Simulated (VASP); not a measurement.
All values below come from PW91 GGA, VASP's PBE PAW potentials (set 64) (plane waves; VASP 6.6.1).

A VASP calculation is set up with these files.

### POSCAR
```
AgCl
1.0
  0.0000000000   2.7966635702   2.7966635702
  2.7966635702   0.0000000000   2.7966635702
  2.7966635702   2.7966635702   0.0000000000
Ag Cl
1 1
Cartesian
  0.0000000000   0.0000000000   0.0000000000
  2.7966635702   2.7966635702   2.7966635702
```

### KPOINTS
```
Automatic mesh
0
Gamma
7 7 7
0 0 0
```

### INCAR
```
SYSTEM = AgCl
PREC = Accurate
ENCUT = 520
EDIFF = 1E-6
NELM = 100
ALGO = Normal
LREAL = .FALSE.
LASPH = .TRUE.
ISMEAR = 0
SIGMA = 0.05
GGA = 91
LMAXMIX = 4
LWAVE = .FALSE.
LCHARG = .FALSE.
IBRION = 2
ISIF = 3
NSW = 60
EDIFFG = -0.01
```

POTCAR, in this order: Ag Cl (PBE.64 set). Program: vasp_std.

Task: What will the output report for the number of irreducible k-points (NKPTS), largest plane-wave count, number of space-group operations, FFT grid (NGX, NGY, NGZ)?

Result: 
| Quantity | Value |
|---|---|
| number of irreducible k-points (NKPTS) | 20 |
| largest plane-wave count | 1243 |
| number of space-group operations | 48 |
| FFT grid (NGX, NGY, NGZ) | 30 × 30 × 30 |

The compound is AgCl in the rock salt structure. It was relaxed first. The start is the result of an earlier pass.
